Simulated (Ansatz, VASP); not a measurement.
# Cross-check of VSeS (1T-VSSe 3 layers, AA) between VASP and Ansatz, part 2 of 2

Aim: how closely do two programs agree when they are given the same cell, functional and k mesh? The structure shown is the start of the Ansatz relaxation below; VASP solves that cell, so the two are compared at the walk's first step.

VASP 6.6.1 and Ansatz 0.2.0.

So far: The starting structure; Ansatz: relaxation, LDA, DFT+U.

## (3) VASP: single point, LDA, DFT+U, start cell

Level of this step: LDA, DFT+U (V d 4 eV), spin-polarised from a ferromagnetic start; plane waves and PAW (Se, V_sv, S) (VASP).

The same cell, functional (in two slightly different forms), mesh and smearing now go to VASP, with its own data sets.

Lines of VASP's logs that name or quote its potential files are left out, and so is its time.

File INCAR:

```
SYSTEM = VSeS
PREC = Accurate
ENCUT = 400
EDIFF = 1E-06
NELM = 200
ISMEAR = -1
SIGMA = 0.05
LREAL = .FALSE.
ALGO = Normal
GGA = CA
NBANDS = 54
ISPIN = 2
MAGMOM = -0.2 -0.21 -0.22 1.59 1.58 1.57 -0.16 -0.17 -0.16
LDAU = .TRUE.
LDAUTYPE = 2
LDAUL = -1 2 -1
LDAUU = 0 4 0
LDAUJ = 0 0 0
LDAUPRINT = 1
LASPH = .TRUE.
LMAXMIX = 4
LORBIT = 11
LWAVE = .FALSE.
LCHARG = .FALSE.
ISIF = 2
LDIPOL = .TRUE.
IDIPOL = 3
DIPOL = 0.5 0.5 0.501
LVHAR = .TRUE.
GGA_COMPAT = .FALSE.
NELMDL = -8
KPAR = 2
```

File POSCAR:

```
VSeS
1.0
    3.2500000000      0.0000000000      0.0000000000
   -1.6250000000      2.8145830000      0.0000000000
    0.0000000000      0.0000000000     63.3982780000
Se V S
3 3 3
Direct
    0.6666666075      0.3333332149      0.3722498583
    0.6666666075      0.3333332149      0.4734528121
    0.6666666075      0.3333332149      0.5746557659
    0.0000000000      0.0000000000      0.4005697442
    0.0000000000      0.0000000000      0.5017726980
    0.0000000000      0.0000000000      0.6029756360
    0.3333332149      0.6666664298      0.4253442499
    0.3333332149      0.6666664298      0.5265472037
    0.3333332149      0.6666664298      0.6277501417
```

File KPOINTS:

```
Automatic mesh
0
Gamma
12 12 1
0 0 0
```

PAW data sets: Se, V_sv and S (LDA family, release 64).

Command:

```console
mpirun -np 2 vasp_std
```

Numbers of over 12 decimals in the logs are rounded to 6 here.

Log:

```text
[banner, memory and clock lines left out]
running    2 mpi-ranks, on    1 nodes
 distrk:  each k-point on    1 cores,    2 groups
 distr:  one band on    1 cores,    1 groups

 POSCAR found type information on POSCAR SeV S
 POSCAR found :  3 types and       9 ions
 LDA part: xc-table for (Slater(with rela. corr.)+CA(PZ))
 , standard interpolation
|                                                                             |
|           W    W    AA    RRRRR   N    N  II  N    N   GGGG   !!!           |
|           W    W   A  A   R    R  NN   N  II  NN   N  G    G  !!!           |
|           W    W  A    A  R    R  N N  N  II  N N  N  G       !!!           |
|           W WW W  AAAAAA  RRRRR   N  N N  II  N  N N  G  GGG   !            |
|           WW  WW  A    A  R   R   N   NN  II  N   NN  G    G                |
|           W    W  A    A  R    R  N    N  II  N    N   GGGG   !!!           |
|                                                                             |
|     One of the lattice vectors is very long (>50 A), but AMIN is rather     |
|     large. This can spoil convergence since charge sloshing might occur     |
|     along the long lattice vector. If problems with convergence are         |
|     observed, try to decrease AMIN to a smaller value (e.g. 0.01).          |
|     Note: This warning only applies if the self-consistency cycle is        |
|     used.                                                                   |
|                                                                             |

 POSCAR, INCAR and KPOINTS ok, starting setup
 FFT: planning ... GRIDC
 FFT: planning ... GRID_SOFT
 FFT: planning ... GRID
 WAVECAR not read
 entering main loop
       N       E                     dE             d eps       ncg     rms          rms(c)
DAV:   1     0.549656073312E+03    0.54966E+03   -0.33449E+04  5312   0.892E+02
DAV:   2    -0.531643286637E+01   -0.55497E+03   -0.53558E+03  5106   0.272E+02
DAV:   3    -0.601982191128E+02   -0.54882E+02   -0.53029E+02  4952   0.742E+01
DAV:   4    -0.622998244648E+02   -0.21016E+01   -0.20863E+01  4992   0.151E+01
DAV:   5    -0.623605930350E+02   -0.60769E-01   -0.60715E-01  5118   0.247E+00
DAV:   6    -0.623628231116E+02   -0.22301E-02   -0.22298E-02  5202   0.488E-01
DAV:   7    -0.623629331905E+02   -0.11008E-03   -0.11007E-03  5170   0.103E-01
DAV:   8    -0.623629392421E+02   -0.60516E-05   -0.60515E-05  4992   0.234E-02    0.353E+01
DAV:   9    -0.742164316862E+02   -0.11853E+02   -0.14170E+02  4704   0.625E+01    0.534E+01
DAV:  10    -0.669153788048E+02    0.73011E+01   -0.20978E+02  5228   0.858E+01    0.289E+01
DAV:  11    -0.185490854255E+03   -0.11858E+03   -0.10586E+03  6628   0.502E+01    0.530E+01
DAV:  12    -0.627460829541E+02    0.12274E+03   -0.63091E+02  6384   0.460E+01    0.344E+01
DAV:  13    -0.631817671410E+02   -0.43568E+00   -0.17084E+02  5400   0.370E+01    0.195E+01
DAV:  14    -0.567998683939E+02    0.63819E+01   -0.64232E+01  5882   0.207E+01    0.170E+01
[...]
DAV:  74    -0.506531922988E+02   -0.55019E-05   -0.83279E-06  4426   0.140E-02    0.699E-03
DAV:  75    -0.506532028031E+02   -0.10504E-04   -0.22551E-06  3752   0.525E-03    0.532E-03
DAV:  76    -0.506532138255E+02   -0.11022E-04   -0.27823E-06  3498   0.711E-03    0.232E-03
DAV:  77    -0.506532177607E+02   -0.39352E-05   -0.52711E-07  2998   0.268E-03    0.344E-03
DAV:  78    -0.506532221620E+02   -0.44013E-05   -0.21618E-07  2806   0.154E-03    0.249E-03
DAV:  79    -0.506532250832E+02   -0.29213E-05   -0.25298E-07  2844   0.151E-03    0.118E-03
DAV:  80    -0.506532263589E+02   -0.12756E-05   -0.61577E-08  2632   0.836E-04    0.112E-03
DAV:  81    -0.506532270623E+02   -0.70344E-06   -0.68396E-08  2522   0.119E-03
   1 F= -.50653227E+02 E0= -.50629714E+02  d E =-.470262E-01  mag=     2.8805
```

From OUTCAR (step 3):

```text
ion  position               nearest neighbor table
   1  0.667  0.333  0.372-   4 2.60   4 2.60   4 2.60
   2  0.667  0.333  0.473-   5 2.60   5 2.60   5 2.60
   3  0.667  0.333  0.575-   6 2.60   6 2.60   6 2.60
   4  0.000  0.000  0.401-   7 2.45   7 2.45   7 2.45   1 2.60   1 2.60   1 2.60
   5  0.000  0.000  0.502-   8 2.45   8 2.45   8 2.45   2 2.60   2 2.60   2 2.60
   6  0.000  0.000  0.603-   9 2.45   9 2.45   9 2.45   3 2.60   3 2.60   3 2.60
   7  0.333  0.667  0.425-   4 2.45   4 2.45   4 2.45
   8  0.333  0.667  0.527-   5 2.45   5 2.45   5 2.45
   9  0.333  0.667  0.628-   6 2.45   6 2.45   6 2.45

  LATTYP: Found a hexagonal cell.
 ALAT       =     3.2500000000
 C/A-ratio  =    19.5071624615

 Subroutine GETGRP returns: Found  6 space group operations
 (whereof  6 operations were pure point group operations)

The static configuration has the point symmetry C_3v.

 Found     19 irreducible k-points:

   k-points           NKPTS =     19   k-points in BZ     NKDIM =     19   number of bands    NBANDS=     54

   dimension x,y,z NGX =    24 NGY =   24 NGZ =  420
   dimension x,y,z NGXF=    48 NGYF=   48 NGZF=  840

   ENCUT  =  400.0 eV  29.40 Ry    5.42 a.u.   5.30  5.30103.39*2*pi/ulx,y,z

   NELECT =      75.0000    total number of electrons

 k-points in reciprocal lattice and weights: Automatic mesh
   0.00000000  0.00000000  0.00000000       0.007
   0.08333333  0.00000000  0.00000000       0.042
   0.16666667  0.00000000  0.00000000       0.042
   0.25000000  0.00000000  0.00000000       0.042
   0.33333333  0.00000000  0.00000000       0.042
   0.41666667  0.00000000  0.00000000       0.042
   0.50000000  0.00000000  0.00000000       0.021
   0.08333333  0.08333333  0.00000000       0.042
   0.16666667  0.08333333  0.00000000       0.083
[...]
0.33333333  0.25000000  0.00000000       0.083
   0.33333333  0.33333333  0.00000000       0.014

atom =   4  type =  2  l = 2

 onsite density matrix

spin component  1

  0.5719 -0.0000 -0.0000  0.2166  0.0000
 -0.0000  0.5244  0.0000 -0.0000  0.2166
 -0.0000  0.0000  0.1505 -0.0000  0.0000
  0.2166 -0.0000 -0.0000  0.5244 -0.0000
  0.0000  0.2166  0.0000 -0.0000  0.5719

spin component  2

  0.0929 -0.0000  0.0000 -0.0763  0.0000
 -0.0000  0.1816 -0.0000  0.0000 -0.0763
  0.0000 -0.0000  0.0636  0.0000  0.0000
 -0.0763  0.0000  0.0000  0.1816 -0.0000
  0.0000 -0.0763  0.0000 -0.0000  0.0929

 occupancies and eigenvectors

  o =  0.0490  v =  0.0000  0.0000  0.0000  0.0000  0.0000 -0.8667  0.0000  0.0000 -0.4988  0.0000      0.0000  0.0000  0.0000  0.0000  0.0000  0.0000  0.0000  0.0000  0.0000  0.0000
  o =  0.0490  v =  0.0000  0.0000  0.0000  0.0000  0.0000  0.0000 -0.4988  0.0000 -0.0000 -0.8667      0.0000  0.0000  0.0000  0.0000  0.0000  0.0000  0.0000  0.0000  0.0000  0.0000
  o =  0.0636  v =  0.0000  0.0000  0.0000  0.0000  0.0000  0.0000 -0.0000 -1.0000 -0.0000 -0.0000      0.0000  0.0000  0.0000  0.0000  0.0000  0.0000  0.0000  0.0000  0.0000  0.0000
  o =  0.1505  v =  0.0000 -0.0000 -1.0000 -0.0000  0.0000  0.0000  0.0000  0.0000  0.0000  0.0000      0.0000  0.0000  0.0000  0.0000  0.0000  0.0000  0.0000  0.0000  0.0000  0.0000
  o =  0.2255  v =  0.0000  0.0000  0.0000  0.0000  0.0000  0.4988  0.0000  0.0000 -0.8667  0.0000      0.0000  0.0000  0.0000  0.0000  0.0000  0.0000  0.0000  0.0000  0.0000  0.0000
  o =  0.2255  v =  0.0000  0.0000  0.0000  0.0000  0.0000  0.0000 -0.8667  0.0000  0.0000  0.4988      0.0000  0.0000  0.0000  0.0000  0.0000  0.0000  0.0000  0.0000  0.0000  0.0000
  o =  0.3302  v =  0.6674  0.0000 -0.0000 -0.7447 -0.0000  0.0000  0.0000  0.0000  0.0000  0.0000      0.0000  0.0000  0.0000  0.0000  0.0000  0.0000  0.0000  0.0000  0.0000  0.0000
  o =  0.3302  v = -0.0000  0.7447 -0.0000  0.0000 -0.6674  0.0000  0.0000  0.0000  0.0000  0.0000      0.0000  0.0000  0.0000  0.0000  0.0000  0.0000  0.0000  0.0000  0.0000  0.0000
  o =  0.7661  v = -0.7447  0.0000  0.0000 -0.6674  0.0000  0.0000  0.0000  0.0000  0.0000  0.0000      0.0000  0.0000  0.0000  0.0000  0.0000  0.0000  0.0000  0.0000  0.0000  0.0000
  o =  0.7661  v =  0.0000  0.6674  0.0000  0.0000  0.7447  0.0000  0.0000  0.0000  0.0000  0.0000      0.0000  0.0000  0.0000  0.0000  0.0000  0.0000  0.0000  0.0000  0.0000  0.0000

atom =   5  type =  2  l = 2

 onsite density matrix

spin component  1

  0.3820 -0.0000 -0.0000  0.0586 -0.0000
 -0.0000  0.4345  0.0000 -0.0000  0.0586
 -0.0000  0.0000  0.6265 -0.0000  0.0000
  0.0586 -0.0000 -0.0000  0.4345  0.0000
 -0.0000  0.0586  0.0000  0.0000  0.3820

spin component  2

  0.1182 -0.0000  0.0000 -0.0803 -0.0000
[...]
o =  0.3269  v =  0.4447 -0.0000 -0.0000 -0.8957  0.0000  0.0000  0.0000  0.0000  0.0000  0.0000      0.0000  0.0000  0.0000  0.0000  0.0000  0.0000  0.0000  0.0000  0.0000  0.0000
  o =  0.3269  v = -0.0000 -0.8957 -0.0000  0.0000  0.4447  0.0000  0.0000  0.0000  0.0000  0.0000      0.0000  0.0000  0.0000  0.0000  0.0000  0.0000  0.0000  0.0000  0.0000  0.0000
  o =  0.3858  v =  0.0000  0.0000  0.0000  0.0000  0.0000  0.2188  0.0000  0.0000  0.9758  0.0000      0.0000  0.0000  0.0000  0.0000  0.0000  0.0000  0.0000  0.0000  0.0000  0.0000
  o =  0.3858  v =  0.0000  0.0000  0.0000  0.0000  0.0000  0.0000  0.9758  0.0000  0.0000  0.2188      0.0000  0.0000  0.0000  0.0000  0.0000  0.0000  0.0000  0.0000  0.0000  0.0000
  o =  0.4080  v =  0.0000 -0.0000  1.0000 -0.0000  0.0000  0.0000  0.0000  0.0000  0.0000  0.0000      0.0000  0.0000  0.0000  0.0000  0.0000  0.0000  0.0000  0.0000  0.0000  0.0000

 dipolmoment           0.000000      0.000000      0.012936 electrons x Angstroem

 average (electrostatic) potential at core
       1 -66.5152       2 -66.7575       3 -66.8399       4 -83.3472       5 -83.9212
       6 -84.4396       7 -93.7995       8 -94.1567       9 -94.2282

 E-fermi :  -2.3251

 spin component 1
 k-point     1 :       0.0000    0.0000    0.0000
  band No.  band energies     occupation
    ...
     32      -3.4920      1.00000
     33      -3.3022      1.00000
     34      -3.0884      1.00000
     35      -3.0884      1.00000
     36      -2.6975      0.99942
     37      -1.7941      0.00002
     38      -1.7846      0.00002
     39      -1.7846      0.00002
     40      -1.4107      0.00000
     41      -1.4107      0.00000
    ...

 k-point     2 :       0.0833    0.0000    0.0000
  band No.  band energies     occupation
    ...
     32      -3.4406      1.00000
     33      -3.3774      1.00000
     34      -3.1859      1.00000
     35      -3.1570      1.00000
     36      -2.8689      0.99998
     37      -2.2300      0.12996
     38      -2.1100      0.01335
     39      -2.0500      0.00406
     40      -1.5790      0.00000
     41      -1.3329      0.00000
    ...

 k-point     3 :       0.1667    0.0000    0.0000
  band No.  band energies     occupation
    ...
     35      -3.3601      1.00000
     36      -3.1996      1.00000
     37      -2.7657      0.99985
     38      -2.5287      0.98323
     39      -2.5189      0.97967
     40      -2.0312      0.00279
     41      -1.3609      0.00000
     42      -1.3525      0.00000
     43      -1.3048      0.00000
     44      -1.1954      0.00000
    ...

 k-point     4 :       0.2500    0.0000    0.0000
  band No.  band energies     occupation
    ...
     35      -3.4743      1.00000
     36      -3.3831      1.00000
     37      -3.2829      1.00000
     38      -2.8046      0.99993
     39      -2.6873      0.99929
     40      -2.2528      0.19046
     41      -1.5658      0.00000
     42      -1.4502      0.00000
     43      -1.4297      0.00000
     44      -1.2577      0.00000
    ...

 k-point     5 :       0.3333    0.0000    0.0000
  band No.  band energies     occupation
    ...
     35      -3.5825      1.00000
     36      -3.2895      1.00000
     37      -3.2208      1.00000
     38      -2.9547      1.00000
     39      -2.8656      0.99998
     40      -2.2364      0.14493
     41      -1.8406      0.00006
     42      -1.7476      0.00001
     43      -1.3217      0.00000
     44      -1.0585      0.00000
    ...

 k-point     6 :       0.4167    0.0000    0.0000
  band No.  band energies     occupation
    ...
     35      -3.6967      1.00000
     36      -3.1196      1.00000
     37      -3.0108      1.00000
     38      -3.0044      1.00000
     39      -2.9308      0.99999
     40      -2.1366      0.02252
     41      -2.1223      0.01702
     42      -1.9692      0.00081
     43      -1.1254      0.00000
     44      -0.8511      0.00000
    ...

  Total       -5.5974740     -5.5974758    -18.1654173      0.0000000      0.0000000      0.0000000
  in kB      -15.4642117    -15.4642165    -50.1858263      0.0000000      0.0000000      0.0000000
  external PRESSURE =     -27.0380848 kB  Pullay stress =       0.0000000 kB

  energy-cutoff  :      400.00
  volume of cell :      579.93
      direct lattice vectors                 reciprocal lattice vectors
     3.250000000  0.000000000  0.000000000     0.307692308  0.177646209  0.000000000
    -1.625000000  2.814583000  0.000000000     0.000000000  0.355292418  0.000000000
     0.000000000  0.000000000 63.398278000     0.000000000  0.000000000  0.015773299

 POSITION                                       TOTAL-FORCE (eV/Angst)
 -----------------------------------------------------------------------------------
      1.62500      0.93819     23.60000         0.000000     -0.000000      0.986036
      1.62500      0.93819     30.01609         0.000000     -0.000000      1.342887
      1.62500      0.93819     36.43219        -0.000000     -0.000000      1.861542
      0.00000      0.00000     25.39543         0.000000     -0.000000      0.812801
      0.00000      0.00000     31.81153        -0.000000     -0.000000      0.557262
      0.00000      0.00000     38.22762        -0.000000     -0.000000      0.171435
      0.00000      1.87639     26.96609        -0.000000     -0.000000     -1.703354
      0.00000      1.87639     33.38219         0.000000     -0.000000     -1.900469
      0.00000      1.87639     39.79828        -0.000000      0.000000     -2.128141
 -----------------------------------------------------------------------------------
    total drift:                               -0.000000      0.001346     -0.000927

  FREE ENERGIE OF THE ION-ELECTRON SYSTEM (eV)
  ---------------------------------------------------
  free  energy   TOTEN  =       -50.6532270623 eV

  energy  without entropy=      -50.6062008425  energy(sigma->0) =      -50.62971395

 vacuum level on the upper side and lower side of the slab         3.440         3.183

 total charge
# of ion       s       p       d       tot
------------------------------------------
    1        1.493   2.271   0.038   3.802
    2        1.497   2.249   0.042   3.787
    3        1.496   2.243   0.044   3.783
    4        2.232   6.193   2.931  11.356
    5        2.234   6.196   2.904  11.334
    6        2.235   6.199   2.865  11.299
    7        1.362   2.306   0.000   3.668
    8        1.363   2.295   0.000   3.658
    9        1.365   2.276   0.000   3.641
--------------------------------------------------
tot         15.277  32.227   8.825  56.329

 magnetization (x)
# of ion       s       p       d       tot
------------------------------------------
    1       -0.003  -0.153   0.003  -0.154
    2       -0.004  -0.165   0.003  -0.165
    3        0.001   0.032   0.000   0.033
    4        0.012   0.007   1.723   1.742
    5        0.012   0.007   1.584   1.603
    6       -0.001   0.000  -0.057  -0.058
    7       -0.004  -0.134   0.000  -0.138
    8       -0.003  -0.135   0.000  -0.138
    9        0.001   0.028   0.000   0.029
--------------------------------------------------
tot          0.010  -0.513   3.257   2.754

[... 6 further parts left out ...]
```

## (4) Differences

Known differences besides the potentials themselves: VASP starts from the moments at which Ansatz ended; U acts on the PAW sphere in VASP and on atomic orbitals in Ansatz, so only states and trends compare; the two LDA forms differ slightly; Ansatz cuts the interaction across the vacuum, VASP repeats the sheet with a dipole correction; the data sets hold 105 valence electrons in Ansatz (on its default PAW (the set named soft_2) files) and 75 in VASP; the cutoff is 420 eV in Ansatz and 400 eV in VASP; VASP's log shows a relativistic correction to its local exchange, Ansatz's none. Total energies have different zeros and are not compared.

Forces (eV/Å; atoms numbered as in POSCAR):

```csv
atom,"Ansatz x, y, z","VASP x, y, z"
Se1,"0.000, 0.000, 0.746","0.000, 0.000, 0.986"
Se2,"0.000, 0.000, 0.709","0.000, 0.000, 1.343"
Se3,"0.000, 0.000, 0.717","0.000, 0.000, 1.862"
V4,"0.000, 0.000, 0.955","0.000, 0.000, 0.813"
V5,"0.000, 0.000, 0.920","0.000, 0.000, 0.557"
V6,"0.000, 0.000, 0.913","0.000, 0.000, 0.171"
S7,"0.000, 0.000, -1.649","0.000, 0.000, -1.703"
S8,"0.000, 0.000, -1.628","0.000, 0.000, -1.900"
S9,"0.000, 0.000, -1.682","0.000, 0.000, -2.128"
```

The forces differ by 319 meV/Å r.m.s., which is 38.8 % of the r.m.s. force of 0.823 eV/Å (both taken over all components). Moments aren't recorded for both runs of this pair, so they may hold unlike magnetic states. With vacuum in the cell, a pressure given here is an average over mostly empty space and none of the material.

## (5) Summary of results

```yaml
r_m_s_force_difference_single_point_lda_dft_u_start_cell: 39 % of the r.m.s. force
```

The r.m.s. force difference is 39 % of the r.m.s. force (single point, LDA, DFT+U, start cell). The data sets hold unlike numbers of valence electrons (105 in Ansatz and 75 in VASP), so part of the differences comes from the potentials. What causes the difference of the single point, LDA, DFT+U, start cell pair stays open here. VASP runs on this material, other cells of it included, that failed, so that no pair exists: single point, LDA (timeout). How closely two codes agree says nothing of how well the functional describes the real material.

[Lines on the potential files, build, host, timing and source positions are cut from VASP's logs without a mark.]

[Logs are printed without paths, hosts, clocks, repeated set-up lines and the standing remarks that a program may print on its own settings, such as how far it seeks lower states.]

[Hosts, paths, dates, database ids (printed as entryN), source tags and the programs' standing remarks are cut or masked in the printed files.]
